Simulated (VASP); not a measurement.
Calculation: r2SCAN meta-GGA, VASP's PBE PAW potentials (set 64) (plane waves; VASP). For the first row: Numerical set-up: 400 eV cut-off, 12×10×8 Γ-centred mesh, tetrahedra with Blöchl corrections, potentials Si Ni.

```
system                   energy (eV/atom)
-----------------------  ----------------
SiNi (space group Pmmn)          -10.7760
Si (diamond)                      -8.7749
Ni (fcc)                         -11.9422
```

The references are the elements' solids at the same level; no temperature or zero-point terms are added.

**Question.** What is the formation energy per atom of SiNi?

**Answer.** The references average (2×(-8.7749) + 2×(-11.9422))/4 = -10.3586 eV, so the formation energy is -10.7760 − (-10.3586) = -0.417 eV/atom.
